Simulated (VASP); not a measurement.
Here is a VASP 6.6.1 calculation.

Contents of POSCAR:

```
SnSe                                    
1.0
   11.7897908053      0.0000000000      0.0000000000
    0.0000000000      4.2057650536      0.0000000000
    0.0000000000      0.0000000000      4.5696738865
  Sn              Se            
     4     4
Direct
     0.6209047467120319    0.7500000000000000    0.3837193767314533
     0.8790952532879681    0.2500000000000000    0.8837193767314533
     0.3790952532879681    0.2500000000000000    0.6162806232685467
     0.1209047467120319    0.7500000000000000    0.1162806232685467
     0.1453676270263844    0.2500000000000000    0.5236582217708790
     0.6453676270263844    0.2500000000000000    0.9763417782291210
     0.3546323729736157    0.7500000000000000    0.0236582217708790
     0.8546323729736156    0.7500000000000000    0.4763417782291210
```

Contents of INCAR.step1:

```
SYSTEM = SnSe
PREC     = Accurate       ! precision mode
ENCUT    = 300            ! plane-wave cutoff, eV
EDIFF    = 1E-6           ! SCF threshold, eV
ISMEAR   = 0              ! smearing method
SIGMA    = 0.02           ! smearing width, eV
LREAL    = .FALSE.        ! projectors in reciprocal space
LASPH    = .TRUE.         ! aspherical terms in the spheres
NELM     = 120            ! most SCF steps
ALGO     = Fast           ! electronic algorithm
ISIF     = 2              ! what is computed and relaxed
LWAVE    = .FALSE.        ! write WAVECAR
LCHARG   = .TRUE.         ! write CHGCAR
GGA      = PE             ! functional
NBANDS   = 50             ! bands
KPAR     = 4
```

Contents of KPOINTS.step1:

```
regular mesh
0
G
  4 8 8
  0 0 0
```

INCAR.step2

```
SYSTEM = SnSe
PREC     = Accurate       ! precision mode
ENCUT    = 300            ! plane-wave cutoff, eV
EDIFF    = 1E-6           ! SCF threshold, eV
ISMEAR   = 0              ! smearing method
SIGMA    = 0.05           ! smearing width, eV
LREAL    = .FALSE.        ! projectors in reciprocal space
LASPH    = .TRUE.         ! aspherical terms in the spheres
NELM     = 120            ! most SCF steps
ALGO     = Fast           ! electronic algorithm
ISIF     = 2              ! what is computed and relaxed
LWAVE    = .FALSE.        ! write WAVECAR
LCHARG   = .FALSE.        ! write CHGCAR
GGA      = PE             ! functional
NBANDS   = 50             ! bands
KPAR     = 4            
ICHARG   = 11             ! starting density
```

The input KPOINTS.step2:

```
path GXSYGZURTZ,YT,UX,SR
15
line-mode
reciprocal
 0.0000000000  0.0000000000  0.0000000000  G
 0.0000000000  0.5000000000  0.0000000000  X

 0.0000000000  0.5000000000  0.0000000000  X
 0.0000000000  0.5000000000  0.5000000000  S

 0.0000000000  0.5000000000  0.5000000000  S
 0.0000000000  0.0000000000  0.5000000000  Y

 0.0000000000  0.0000000000  0.5000000000  Y
 0.0000000000  0.0000000000  0.0000000000  G

 0.0000000000  0.0000000000  0.0000000000  G
 0.5000000000  0.0000000000  0.0000000000  Z

 0.5000000000  0.0000000000  0.0000000000  Z
 0.5000000000  0.5000000000  0.0000000000  U

 0.5000000000  0.5000000000  0.0000000000  U
 0.5000000000  0.5000000000  0.5000000000  R

 0.5000000000  0.5000000000  0.5000000000  R
 0.5000000000  0.0000000000  0.5000000000  T

 0.5000000000  0.0000000000  0.5000000000  T
 0.5000000000  0.0000000000  0.0000000000  Z

 0.0000000000  0.0000000000  0.5000000000  Y
 0.5000000000  0.0000000000  0.5000000000  T

 0.5000000000  0.5000000000  0.0000000000  U
 0.0000000000  0.5000000000  0.0000000000  X

 0.0000000000  0.5000000000  0.5000000000  S
 0.5000000000  0.5000000000  0.5000000000  R
```

Potentials or basis: VASP PAW PBE potentials, release 64 (Sn_d, Se).

The run is started by

```console
$ cat potpaw_PBE.64/Sn_d/POTCAR potpaw_PBE.64/Se/POTCAR > POTCAR
$ cp INCAR.step1 INCAR
$ cp KPOINTS.step1 KPOINTS
$ mpirun -np 4 vasp_std > vasp.out
$ cp INCAR.step2 INCAR
$ cp KPOINTS.step2 KPOINTS
$ mpirun -np 4 vasp_std > vasp.out
```

(1) Predict the band gap on the k mesh.

(2) What does it give for the band gap along the path?

Results:

(1) 0.70 eV, indirect (least direct gap 0.95 eV).

(2) 0.63 eV, indirect (least direct gap 0.88 eV).

Caveat: the log is that of the step along the path at fixed density, whose energy, stress, charges and moments have no meaning; spin-orbit coupling is left out, which moves the levels of the heavy elements.

**Measured values to compare with.**

From “Linear dichroism of the optical properties of SnS and SnSe van der Waals crystals”, 2024, arxiv:2409.17412, for a bulk crystal of SnSe at 300 K: band gap 0.89 eV (indirect).

Measured gap of SnSe: 0.89 eV (indirect; 300 K; “Linear dichroism of the optical properties of SnS and SnSe van der Waals crystals”, 2024, arxiv:2409.17412). This calculation gives 0.63 eV (-0.26 eV). 2 values of this kind are on record (0.89 to 0.99 eV); this one was drawn at random. Spin-orbit coupling on Se, Sn is left out. The value is that of PBE, without temperature or zero-point motion. Semilocal functionals fall short of measured gaps as a rule. The cell is a database's relaxed one, not the measured one, which moves gaps too.
